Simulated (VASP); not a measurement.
These are rev-vdW-DF2, VASP's PBE PAW potentials (set 64) (plane waves; VASP 6.6.1) values and carry that method's errors.

VASP ran on this input.

File KPOINTS:
```
Automatic mesh
0
Gamma
15 15 8
0 0 0
```

INCAR:
```
# general
SYSTEM    =  Co
PREC      =  Accurate
ENCUT     =  520
LREAL     =  .FALSE.   # projection in real space or not
LASPH     =  .TRUE.

# electronic loop
EDIFF     =  1E-6   # SCF stop (eV)
NELM      =  100
ALGO      =  Normal
LMAXMIX   =  4   # l cut-off of mixed one-centre charges

# smearing
ISMEAR    =  1
SIGMA     =  0.1

# functional
GGA       =  MK
LUSE_VDW  =  .TRUE.
AGGAC     =  0.0
PARAM1    =  0.1234568
PARAM2    =  0.7114
ZAB_VDW   =  -1.8867

# spin
ISPIN     =  2
MAGMOM    =  1.8 1.8

# ions
IBRION    =  2   # conjugate gradients
NSW       =  60
ISIF      =  3   # ions, shape and volume
EDIFFG    =  -0.01   # ionic stop

# output
LWAVE     =  .FALSE.
LCHARG    =  .FALSE.
LORBIT    =  10
```

**POSCAR**
```
Co
1.0
  1.2550000000  -2.1737240000   0.0000000000
  1.2550000000   2.1737240000   0.0000000000
  0.0000000000   0.0000000000   4.0700000000
Co
2
Direct
  0.3333330000   0.6666670000   0.2500000000
  0.6666670000   0.3333330000   0.7500000000
```

POTCAR, in this order: Co (PBE.64 set). Program: vasp_std.

What VASP printed:

**OSZICAR**
```
       N       E                     dE             d eps       ncg     rms          rms(c)
DAV:   1     0.853859508646E+02    0.85386E+02   -0.83661E+03  8196   0.158E+03
DAV:   2    -0.962013527312E+01   -0.95006E+02   -0.87975E+02  8149   0.256E+02
DAV:   3    -0.118213234512E+02   -0.22012E+01   -0.21421E+01  9661   0.555E+01
DAV:   4    -0.118546546804E+02   -0.33331E-01   -0.33322E-01 11937   0.521E+00
DAV:   5    -0.118548986141E+02   -0.24393E-03   -0.24392E-03  9803   0.432E-01    0.144E+01
DAV:   6    -0.102369243476E+02    0.16180E+01   -0.14176E+01  8653   0.759E+01    0.716E+00
DAV:   7    -0.977146105983E+01    0.46546E+00   -0.20486E+00  8989   0.281E+01    0.365E+00
DAV:   8    -0.975372797376E+01    0.17733E-01   -0.17466E-02 11525   0.148E+00    0.170E+00
DAV:   9    -0.973917126700E+01    0.14557E-01   -0.48858E-03 11426   0.124E+00    0.508E-01
DAV:  10    -0.973885420656E+01    0.31706E-03   -0.73765E-04 10830   0.377E-01    0.163E-01
DAV:  11    -0.973875340237E+01    0.10080E-03   -0.88089E-05 11322   0.149E-01    0.278E-02
DAV:  12    -0.973874771671E+01    0.56857E-05   -0.58096E-06  8974   0.283E-02    0.154E-02
DAV:  13    -0.973874764071E+01    0.75994E-07   -0.19672E-06  6824   0.213E-02
   1 F= -.97387476E+01 E0= -.97389966E+01  d E =-.973875E+01  mag=     3.2450
       N       E                     dE             d eps       ncg     rms          rms(c)
DAV:   1    -0.120331614148E+02   -0.22944E+01   -0.26502E+01  8107   0.914E+01    0.128E+01
DAV:   2    -0.100990573101E+02    0.19341E+01   -0.94000E+00  8695   0.653E+01    0.727E+00
DAV:   3    -0.979420393945E+01    0.30485E+00   -0.10120E+00  8800   0.204E+01    0.334E+00
DAV:   4    -0.976093548676E+01    0.33268E-01   -0.14474E-02 10736   0.129E+00    0.115E+00
DAV:   5    -0.973226462606E+01    0.28671E-01   -0.57161E-03 12633   0.111E+00    0.265E-01
DAV:   6    -0.973191965792E+01    0.34497E-03   -0.13865E-03  8948   0.513E-01    0.110E-01
DAV:   7    -0.973194658361E+01   -0.26926E-04   -0.52129E-05  9597   0.859E-02    0.485E-02
DAV:   8    -0.973194816471E+01   -0.15811E-05   -0.59043E-06  9403   0.369E-02    0.216E-02
DAV:   9    -0.973194396866E+01    0.41960E-05   -0.84414E-07  4657   0.156E-02    0.363E-03
DAV:  10    -0.973194386781E+01    0.10085E-06   -0.29447E-07  4225   0.741E-03
   2 F= -.97319439E+01 E0= -.97322131E+01  d E =0.680377E-02  mag=     3.0774
       N       E                     dE             d eps       ncg     rms          rms(c)
DAV:   1    -0.103838744602E+02   -0.65193E+00   -0.72965E+00  8100   0.516E+01    0.616E+00
DAV:   2    -0.990337465264E+01    0.48050E+00   -0.28431E+00  8632   0.337E+01    0.381E+00
DAV:   3    -0.979209760726E+01    0.11128E+00   -0.31565E-01  8611   0.116E+01    0.174E+00
DAV:   4    -0.978338652202E+01    0.87111E-02   -0.42134E-03  9783   0.788E-01    0.676E-01
DAV:   5    -0.977521117170E+01    0.81754E-02   -0.22933E-03 12269   0.661E-01    0.114E-01
DAV:   6    -0.977526716549E+01   -0.55994E-04   -0.12412E-04  8709   0.127E-01    0.604E-02
DAV:   7    -0.977530756194E+01   -0.40396E-04   -0.11951E-05 11316   0.413E-02    0.380E-02
DAV:   8    -0.977531499940E+01   -0.74375E-05   -0.31231E-06  8490   0.247E-02    0.903E-03
DAV:   9    -0.977531543542E+01   -0.43603E-06   -0.23901E-07  4162   0.774E-03
   3 F= -.97753154E+01 E0= -.97757671E+01  d E =-.365678E-01  mag=     3.1655
       N       E                     dE             d eps       ncg     rms          rms(c)
DAV:   1    -0.977554060124E+01   -0.22560E-03   -0.26468E-03  8100   0.958E-01    0.121E-01
DAV:   2    -0.977536324434E+01    0.17736E-03   -0.10368E-03  8611   0.663E-01    0.764E-02
DAV:   3    -0.977532124976E+01    0.41995E-04   -0.12059E-04  8562   0.225E-01    0.328E-02
DAV:   4    -0.977531816732E+01    0.30824E-05   -0.12928E-06  6486   0.158E-02    0.120E-02
DAV:   5    -0.977531525692E+01    0.29104E-05   -0.53186E-07  4148   0.131E-02    0.196E-03
DAV:   6    -0.977531513601E+01    0.12091E-06   -0.31719E-07  4071   0.752E-03
   4 F= -.97753151E+01 E0= -.97757700E+01  d E =-.365675E-01  mag=     3.1637
       N       E                     dE             d eps       ncg     rms          rms(c)
DAV:   1    -0.977639830510E+01   -0.10830E-02   -0.31702E-02  9010   0.154E+00    0.194E-01
DAV:   2    -0.977573296638E+01    0.66534E-03   -0.46320E-04 10992   0.385E-01    0.992E-02
DAV:   3    -0.977551664140E+01    0.21632E-03   -0.28708E-04  9961   0.198E-01    0.298E-02
DAV:   4    -0.977552308242E+01   -0.64410E-05   -0.25180E-05  9270   0.748E-02    0.742E-03
DAV:   5    -0.977552117822E+01    0.19042E-05   -0.12608E-06  5007   0.230E-02    0.471E-03
DAV:   6    -0.977552069929E+01    0.47893E-06   -0.61697E-07  4213   0.108E-02
   5 F= -.97755207E+01 E0= -.97759674E+01  d E =-.205563E-03  mag=     3.1595
       N       E                     dE             d eps       ncg     rms          rms(c)
DAV:   1    -0.977553135342E+01   -0.10175E-04   -0.34984E-04  9017   0.161E-01    0.204E-02
DAV:   2    -0.977552398890E+01    0.73645E-05   -0.46859E-06  8615   0.403E-02    0.104E-02
DAV:   3    -0.977552192114E+01    0.20678E-05   -0.30709E-06  7480   0.206E-02    0.273E-03
DAV:   4    -0.977552188406E+01    0.37070E-07   -0.46050E-07  4114   0.105E-02
   6 F= -.97755219E+01 E0= -.97759674E+01  d E =-.206748E-03  mag=     3.1590
```

**OUTCAR**
```
------------------------ aborting loop because EDIFF is reached ----------------------------------------
  FORCE on cell =-STRESS in cart. coord.  units (eV):
  Direction    XX          YY          ZZ          XY          YZ          ZX
  --------------------------------------------------------------------------------------
  Total        0.0177653      0.0177653      0.0187523      0.0000000      0.0000000     -0.0000000
  in kB        1.3493531      1.3493534      1.4243155      0.0000000      0.0000000     -0.0000000
  external PRESSURE =       1.3743407 kB  Pullay stress =       0.0000000 kB
  volume of cell :       21.09
      direct lattice vectors                 reciprocal lattice vectors
     1.236116363 -2.141016570  0.000000000     0.404492664 -0.233533924 -0.000000000
     1.236116363  2.141016570 -0.000000000     0.404492664  0.233533924 -0.000000000
     0.000000000 -0.000000000  3.985187355     0.000000000  0.000000000  0.250929231
 POSITION                                       TOTAL-FORCE (eV/Angst)
 -----------------------------------------------------------------------------------
      1.23612      0.71367      0.99630        -0.000000      0.000000      0.000000
      1.23612     -0.71367      2.98889         0.000000     -0.000000      0.000000
 -----------------------------------------------------------------------------------
    total drift:                               -0.000023     -0.000001     -0.000029
  FREE ENERGIE OF THE ION-ELECTRON SYSTEM (eV)
  ---------------------------------------------------
  free  energy   TOTEN  =        -9.7755218841 eV

  energy  without entropy=       -9.7768583124  energy(sigma->0) =       -9.77596736

 total charge

# of ion       s       p       d       tot
------------------------------------------
    1        0.498   0.540   7.298   8.336
    2        0.498   0.540   7.298   8.336
--------------------------------------------------
tot          0.997   1.080  14.597  16.673

 magnetization (x)

# of ion       s       p       d       tot
------------------------------------------
    1       -0.015  -0.048   1.650   1.587
    2       -0.015  -0.048   1.650   1.587
--------------------------------------------------
tot         -0.030  -0.096   3.300   3.174

 reached required accuracy - stopping structural energy minimisation
```
(Selected blocks of OUTCAR.)

**CONTCAR**
```
Co
   1.00000000000000
     1.2361163625935776   -2.1410165698689188    0.0000000000000000
     1.2361163625935776    2.1410165698689188   -0.0000000000000000
     0.0000000000000000   -0.0000000000000000    3.9851873552706509
  Co
     2
Direct
     0.3333330000000032    0.6666669999999968    0.2500000000000000
     0.6666669999999968    0.3333330000000032    0.7500000000000000
```

Energy and stress use the plane-wave basis of the starting cell.

The compound is Co in the hcp structure. This run relaxes it. Symmetry was kept, so distortions that lower it aren't found.
